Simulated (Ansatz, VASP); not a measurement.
## Cross-check of KInP2O7 (KInP2O7 (P2_1/c)) between VASP and Ansatz

One calculation is typed for both programs; each brings its own data sets. How far apart do they land? The structure shown is the end of the Ansatz relaxation below.

Method: plane waves, with VASP 6.6.1 beside it; PBEsol, in Ansatz 0.2.0.

### 1. The starting structure

The cell holds 44 atoms: 4 K, 4 In, 8 P and 28 O. Its edges and angles: a = 7.436 Å, b = 10.502 Å, c = 8.484 Å, α = 90.0°, β = 107.2°, γ = 90.0°.

### 2. Ansatz: relaxation, PBEsol

Ansatz runs on its default PAW (the set named soft_2) files.

This run makes the geometry at which the two programs are then compared.

input.yaml reads:

```yaml
crystal:
  lattice:
    - [7.55636, 0.0, 0.0]
    - [0.0, 10.610272, 0.0]
    - [-2.510688, 0.0, 8.207826]
  atoms:
    - { symbol: K, position: [0.17311, 0.320835, 0.563555] }
    - { symbol: K, position: [0.82689, 0.679165, 0.436445] }
    - { symbol: K, position: [0.82689, 0.820835, 0.936445] }
    - { symbol: K, position: [0.17311, 0.179165, 0.063555] }
    - { symbol: In, position: [0.763507, 0.399597, 0.742997] }
    - { symbol: In, position: [0.236493, 0.899597, 0.757003] }
    - { symbol: In, position: [0.236493, 0.600403, 0.257003] }
    - { symbol: In, position: [0.763507, 0.100403, 0.242997] }
    - { symbol: P, position: [0.558161, 0.138097, 0.805944] }
    - { symbol: P, position: [0.441839, 0.638097, 0.694056] }
    - { symbol: P, position: [0.441839, 0.861903, 0.194056] }
    - { symbol: P, position: [0.558161, 0.361903, 0.305944] }
    - { symbol: P, position: [0.871741, 0.400007, 0.177972] }
    - { symbol: P, position: [0.871741, 0.099993, 0.677972] }
    - { symbol: P, position: [0.128259, 0.599993, 0.822028] }
    - { symbol: P, position: [0.128259, 0.900007, 0.322028] }
    - { symbol: O, position: [0.868767, 0.09648, 0.50184] }
    - { symbol: O, position: [0.131233, 0.59648, 0.99816] }
    - { symbol: O, position: [0.131233, 0.90352, 0.49816] }
    - { symbol: O, position: [0.868767, 0.40352, 0.00184] }
    - { symbol: O, position: [0.363425, 0.081249, 0.759557] }
    - { symbol: O, position: [0.636575, 0.581249, 0.740443] }
    - { symbol: O, position: [0.636575, 0.918751, 0.240443] }
    - { symbol: O, position: [0.363425, 0.418751, 0.259557] }
    - { symbol: O, position: [0.676917, 0.106437, 0.977707] }
    - { symbol: O, position: [0.323083, 0.606437, 0.522293] }
    - { symbol: O, position: [0.323083, 0.893563, 0.022293] }
    - { symbol: O, position: [0.676917, 0.393563, 0.477707] }
    - { symbol: O, position: [0.661832, 0.071887, 0.684367] }
    - { symbol: O, position: [0.338168, 0.571887, 0.815633] }
    - { symbol: O, position: [0.338168, 0.928113, 0.315633] }
    - { symbol: O, position: [0.661832, 0.428113, 0.184367] }
    - { symbol: O, position: [0.538364, 0.2207, 0.262131] }
    - { symbol: O, position: [0.461636, 0.7207, 0.237869] }
    - { symbol: O, position: [0.461636, 0.7793, 0.737869] }
    - { symbol: O, position: [0.538364, 0.2793, 0.762131] }
    - { symbol: O, position: [0.991962, 0.503658, 0.282845] }
    - { symbol: O, position: [0.008038, 0.003658, 0.217155] }
    - { symbol: O, position: [0.008038, 0.496342, 0.717155] }
    - { symbol: O, position: [0.991962, 0.996342, 0.782845] }
    - { symbol: O, position: [0.93162, 0.27013, 0.25661] }
    - { symbol: O, position: [0.06838, 0.77013, 0.24339] }
    - { symbol: O, position: [0.06838, 0.72987, 0.74339] }
    - { symbol: O, position: [0.93162, 0.22987, 0.75661] }
basis:
  ecutwfc: 420
  xc_grid: 2
hamiltonian:
  xc: pbesol
kpoints:
  mp_grid: { grid: [4, 3, 4] }
scf:
  occupations: { method: fermi_dirac, width: 0.01 }
  max_iter: 150
output:
  forces: true
  stress: true
relax:
  f_tol: 0.01
  max_steps: 60
  cell: {}
checkpoint:
  write: "../pbesol.run"
  compress: false
  write_wavefunctions: false
  write_every: 100000
```

The run is started by

```bash
$ ansatz run input.yaml --threads 4 --pin off --max-ram 6594MiB --backend cpu --events-out ev --progress --plain --runs-dir out
```

Numbers of over 12 decimals in the logs are rounded to 6 here.

Log:

```text
Engine: ansatz 0.2.0, x86_64-unknown-linux-gnu
Pseudopotentials: kind: paw
Pseudopotential: K, paw, valence charge 9, recommended cutoff 420 eV (normal), K.paw.azcp
Pseudopotential: In, paw, valence charge 13, recommended cutoff 420 eV (normal), In.paw.azcp
Pseudopotential: P, paw, valence charge 5, recommended cutoff 420 eV (normal), P.paw.azcp
Pseudopotential: O, paw, valence charge 6, recommended cutoff 420 eV (normal), O.paw.azcp
Functional definition: PBEsol
  exchange = pbesol_x
  correlation = pbesol_c
Crystal: 44 atoms, lattice volume = 658.063 Å³
Basis set: ecut = 420 eV, 12843 PW (Γ), exchange–correlation on 108×144×120 points (8 copies of the dense FFT grid, shifted against one another)
Bands: 192, of which v1, the nominal top of the filled ones, is band 148 counted from 1 (147 counted from 0)
Symmetry: 4 space group operations
Space group: P21/c (ITA 14), of the structure as read, at distance tolerance 8.7e-5 Å
k-points: 20 of 48
Non-local potential: K, projectors of the file, l = 0: 3, l = 1: 2, l = 2: 2
Non-local potential: In, projectors of the file, l = 0: 2, l = 1: 2, l = 2: 2, l = 3: 2
Non-local potential: P, projectors of the file, l = 0: 2, l = 1: 2, l = 2: 2
Non-local potential: O, projectors of the file, l = 0: 2, l = 1: 2, l = 2: 1
PAW form: soft (Blöchl's): semilocal exchange-correlation on the pseudo side does not see the compensation charge
PAW frozen core: K, regenerated for the run's functional, and the local potential with it (the file was generated under x = pbe(κ = 0.804, μ = 0.219515), c = pbe(β = 0.066725))
PAW frozen core: In, regenerated for the run's functional, and the local potential with it (the file was generated under x = pbe(κ = 0.804, μ = 0.219515), c = pbe(β = 0.066725))
PAW frozen core: P, regenerated for the run's functional, and the local potential with it (the file was generated under x = pbe(κ = 0.804, μ = 0.219515), c = pbe(β = 0.066725))
PAW frozen core: O, regenerated for the run's functional, and the local potential with it (the file was generated under x = pbe(κ = 0.804, μ = 0.219515), c = pbe(β = 0.066725))
PAW one-centre angular grid: K, 110 points (default); XC on 64 Gauss nodes
PAW one-centre angular grid: In, 590 points (default); XC on 64 Gauss nodes
PAW one-centre angular grid: P, 110 points (default); XC on 64 Gauss nodes
PAW one-centre angular grid: O, 110 points (default); XC on 64 Gauss nodes
Initial density: superposition of atomic densities (neutral atoms: chi_scale 0, normalization atom), corrected by the library's trained network
Initial wavefunctions: pseudopotential atomic-orbital guess
Functional: x = pbesol(κ = 0.804, μ = 0.123457), c = pbesol(β = 0.046)
SCF iter   1: F=—  HF=-49816.439464 eV  |F-HF|=—  |Δ(HF+E_count)|=         —  Δρ=1.16e-2  dr2=6.78e-1  ethr=1.77e-3  ⟨swp⟩=7.4  Hψ=19741  notcnv=0  defer=503
preconditioner: auto → Resta (q_TF=auto, 2.388 Å⁻¹)  ε∞=3.2  [insulator: Δε(μ)=3.634 eV  Ē_g=16.478 eV  σ=0.010 eV  W_gap=1.00  n_scr=150 (ndim 8)  ℏωp=24.6 eV  f_vac=0.167  D(μ)=0.00/eV (n_scr^D=0)  ε∞_Penn≈3.2]
SCF iter   2: F=—  HF=-49816.251031 eV  |F-HF|=—  |Δ(HF+E_count)|=   1.88e-1  Δρ=2.17e-3  dr2=1.84e-2  ethr=2.29e-4  ⟨swp⟩=3.0  Hψ=6182  notcnv=0  defer=800
SCF iter   3: F=—  HF=-49816.249590 eV  |F-HF|=—  |Δ(HF+E_count)|=   1.44e-3  Δρ=8.62e-4  dr2=4.04e-3  ethr=6.22e-6  ⟨swp⟩=3.0  Hψ=5647  notcnv=0  defer=800
SCF iter   4: F=—  HF=-49816.250438 eV  |F-HF|=—  |Δ(HF+E_count)|=   8.48e-4  Δρ=4.22e-4  dr2=9.20e-4  ethr=1.36e-6  ⟨swp⟩=2.0  Hψ=4800  notcnv=0  defer=800
SCF iter   5: F=—  HF=-49816.250488 eV  |F-HF|=—  |Δ(HF+E_count)|=   4.99e-5  Δρ=9.28e-5  dr2=5.97e-5  ethr=3.11e-7  ⟨swp⟩=2.6  Hψ=5925  notcnv=0  defer=800
SCF iter   6: F=—  HF=-49816.250117 eV  |F-HF|=—  |Δ(HF+E_count)|=   3.71e-4  Δρ=2.86e-5  dr2=6.67e-6  ethr=2.02e-8  ⟨swp⟩=3.0  Hψ=4860  notcnv=0  defer=800
SCF iter   7: F=—  HF=-49816.250126 eV  |F-HF|=—  |Δ(HF+E_count)|=   8.53e-6  Δρ=2.27e-5  dr2=2.83e-6  ethr=2.25e-9  ⟨swp⟩=2.8  Hψ=5949  notcnv=0  defer=800
SCF iter   8: F=—  HF=-49816.250126 eV  |F-HF|=—  |Δ(HF+E_count)|=   8.29e-9  Δρ=5.11e-6  dr2=1.70e-7  ethr=9.58e-10  ⟨swp⟩=2.9  Hψ=5824  notcnv=0  defer=800
SCF iter   9: F=-49816.250126 eV  HF=-49816.250126 eV  |F-HF|=2.11e-8  |Δ(HF+E_count)|=   1.61e-7  Δρ=1.38e-6  dr2=1.38e-8  ethr=3.38e-11  ⟨swp⟩=5.0  Hψ=11546  notcnv=0
SCF 1 converged in 9 iterations: F = -49816.250126 eV  dr2 = 1.38e-8
  greatest PAW one-centre occupation: 0.991 electrons in one spin orbital (limit 2), on the In atom at site 6 (counted from 0), in its partial waves of l = 2
relax step   1: F+E_penalty+E_count = -49816.25012573 eV  Δ(F+E_penalty+E_count) = +0.000e0 eV  max|allowed force component| = 1.465e-1 eV/Å  Δτ_max = 0.0000 Å  P = -2.814 GPa  Ω = 658.063 Å³  (9 SCF iters, dr2 threshold 1.00e-7 eV, accepted)
[...]
SCF iter   4: F=—  HF=-49816.453109 eV  |F-HF|=—  |Δ(HF+E_count)|=   4.50e-8  Δρ=6.10e-7  dr2=1.47e-9  ethr=9.53e-12  ⟨swp⟩=2.5  Hψ=7204  notcnv=0  defer=1
SCF iter   5: F=-49816.453109 eV  HF=-49816.453109 eV  |F-HF|=2.76e-10  |Δ(HF+E_count)|=  8.73e-11  Δρ=1.98e-7  dr2=2.11e-10  ethr=1.00e-12  ⟨swp⟩=6.0  Hψ=12205  notcnv=0
SCF 13 converged in 5 iterations: F = -49816.453109 eV  dr2 = 2.11e-10
[...]
SCF converged after 5 iterations
Free energy (F): -49816.453109 eV
Harris-Foulkes:  -49816.453109 eV  (|F-HF|=2.76e-10)
Internal energy: -49816.453109 eV  (E = F + TS)
E sigma→0 (E₀):  -49816.453109 eV
Fermi energy:    5.738820 eV
--- Per-component energies (eV) ---
  E_band       = -1435.071101
  E_kinetic    = 7581.839556
  E_local      = -22316.197156  (includes V_loc(G=0)·N_el)
  E_nonlocal   = 3149.146743
  E_hartree    = 8387.633981
  E_xc         = -3926.370757
  E_vxc        = -4172.462367  (∫ρ·V_xc dr)
  E_paw        = -28126.432139  (= ΣΔE_a)
  E_vpaw       = -2452.736054  (= ΣTr[D̂ρ^β])
  E_aug_tail   = 0.069738  (compensation charges beyond the density's cutoff)
  E_ewald      = -14568.875056
  E_core_change = 2.731981  (= ΣΔE_core)
  E_smearing   = -0.000000  (= −TS)
  E_closure    = 0.000000  (closes the sum)
  Σ components = -49816.453109   (vs F -49816.453109, Δ=0.00e0)
--- Forces (eV/Å), atoms counted from 1 ---
  atom   1  K     -0.00123193    -0.00002348    -0.00091283
  atom   2  K      0.00123193     0.00002348     0.00091283
  atom   3  K      0.00123193    -0.00002348     0.00091283
  atom   4  K     -0.00123193     0.00002348    -0.00091283
  atom   5  In     0.00131259    -0.00453383    -0.00142483
  atom   6  In    -0.00131259    -0.00453383     0.00142483
  atom   7  In    -0.00131259     0.00453383     0.00142483
  atom   8  In     0.00131259     0.00453383    -0.00142483
  atom   9  P      0.00687239     0.00356428     0.00308671
  atom  10  P     -0.00687239     0.00356428    -0.00308671
  atom  11  P     -0.00687239    -0.00356428    -0.00308671
  atom  12  P      0.00687239    -0.00356428     0.00308671
  atom  13  P     -0.00002967    -0.00211946     0.00131661
  atom  14  P     -0.00002967     0.00211946     0.00131661
  atom  15  P      0.00002967     0.00211946    -0.00131661
  atom  16  P      0.00002967    -0.00211946    -0.00131661
  atom  17  O      0.00049877    -0.00244476    -0.00163495
  atom  18  O     -0.00049877    -0.00244476     0.00163495
  atom  19  O     -0.00049877     0.00244476     0.00163495
  atom  20  O      0.00049877     0.00244476    -0.00163495
  atom  21  O     -0.00589719     0.00027724    -0.00111797
  atom  22  O      0.00589719     0.00027724     0.00111797
  atom  23  O      0.00589719    -0.00027724     0.00111797
  atom  24  O     -0.00589719    -0.00027724    -0.00111797
[...]
atom  37  O      0.00278174     0.00293601     0.00052653
  atom  38  O     -0.00278174     0.00293601    -0.00052653
  atom  39  O     -0.00278174    -0.00293601    -0.00052653
  atom  40  O      0.00278174    -0.00293601     0.00052653
  atom  41  O      0.00050602    -0.00135645     0.00134114
  atom  42  O     -0.00050602    -0.00135645    -0.00134114
  atom  43  O     -0.00050602     0.00135645    -0.00134114
  atom  44  O      0.00050602     0.00135645     0.00134114
  max |Σ_I F_I| component: 1.95e-18 eV/Å
--- Stress (GPa, compression-positive) ---
       -0.005738       0.000000       0.001853
        0.000000      -0.015312       0.000000
        0.001848       0.000000      -0.003888
  P = ⅓ Tr σ = -0.0083 GPa (-0.083 kbar)
--- Relaxed structure (11 steps of the walk, 11 accepted, 2 SCFs on fresh bases) ---
  F+E_penalty+E_count = -49816.45310889 eV   max|allowed force component| = 6.872e-3 eV/Å   (the final SCF, on the basis selected at the relaxed cell)
  cell:  # Å, volume = 632.8501 Å³
    - [7.436170, -4.272647310819999e-18, -0.019242]
    - [-5.999442870359376e-18, 10.502499, -3.000349420033041e-17]
    - [-2.491655, -2.179027366753881e-17, 8.109691]
  atoms:
    - { symbol: K, position: [0.168351, 0.321781, 0.563124] }
    - { symbol: K, position: [0.831649, 0.678219, 0.436876] }
    - { symbol: K, position: [0.831649, 0.821781, 0.936876] }
    - { symbol: K, position: [0.168351, 0.178219, 0.063124] }
    - { symbol: In, position: [0.763811, 0.401108, 0.742000] }
    - { symbol: In, position: [0.236189, 0.901108, 0.758000] }
    - { symbol: In, position: [0.236189, 0.598892, 0.258000] }
    - { symbol: In, position: [0.763811, 0.098892, 0.242000] }
    - { symbol: P, position: [0.556447, 0.140421, 0.804203] }
    - { symbol: P, position: [0.443553, 0.640421, 0.695797] }
    - { symbol: P, position: [0.443553, 0.859579, 0.195797] }
    - { symbol: P, position: [0.556447, 0.359579, 0.304203] }
    - { symbol: P, position: [0.871903, 0.398465, 0.177404] }
    - { symbol: P, position: [0.871903, 0.101535, 0.677404] }
    - { symbol: P, position: [0.128097, 0.601535, 0.822596] }
    - { symbol: P, position: [0.128097, 0.898465, 0.322596] }
    - { symbol: O, position: [0.874002, 0.098208, 0.500912] }
    - { symbol: O, position: [0.125998, 0.598208, 0.999088] }
    - { symbol: O, position: [0.125998, 0.901792, 0.499088] }
    - { symbol: O, position: [0.874002, 0.401792, 0.000912482] }
    - { symbol: O, position: [0.358480, 0.083875, 0.759091] }
    - { symbol: O, position: [0.641520, 0.583875, 0.740909] }
    - { symbol: O, position: [0.641520, 0.916125, 0.240909] }
    - { symbol: O, position: [0.358480, 0.416125, 0.259091] }
    - { symbol: O, position: [0.679951, 0.106868, 0.976431] }
    - { symbol: O, position: [0.320049, 0.606868, 0.523569] }
    - { symbol: O, position: [0.320049, 0.893132, 0.023569] }
    - { symbol: O, position: [0.679951, 0.393132, 0.476431] }
    - { symbol: O, position: [0.657433, 0.074746, 0.678658] }
    - { symbol: O, position: [0.342567, 0.574746, 0.821342] }
    - { symbol: O, position: [0.342567, 0.925254, 0.321342] }
    - { symbol: O, position: [0.657433, 0.425254, 0.178658] }
    - { symbol: O, position: [0.536276, 0.217081, 0.261729] }
    - { symbol: O, position: [0.463724, 0.717081, 0.238271] }
    - { symbol: O, position: [0.463724, 0.782919, 0.738271] }
    - { symbol: O, position: [0.536276, 0.282919, 0.761729] }
    - { symbol: O, position: [0.990883, 0.503213, 0.285232] }
    - { symbol: O, position: [0.00911731, 0.00321313, 0.214768] }
    - { symbol: O, position: [0.00911731, 0.496787, 0.714768] }
    - { symbol: O, position: [0.990883, 0.996787, 0.785232] }
    - { symbol: O, position: [0.932862, 0.268040, 0.257537] }
    - { symbol: O, position: [0.067138, 0.768040, 0.242463] }
    - { symbol: O, position: [0.067138, 0.731960, 0.742463] }
    - { symbol: O, position: [0.932862, 0.231960, 0.757537] }
```

(Continued in part 2 of 2.)

[Lines on the potential files, build, host, timing and source positions are cut from VASP's logs without a mark.]

[Logs are printed without paths, hosts, clocks, repeated set-up lines and the standing remarks that a program may print on its own settings, such as how far it seeks lower states.]

[Hosts, paths, dates, database ids (printed as entryN), source tags and the programs' standing remarks are cut or masked in the printed files.]
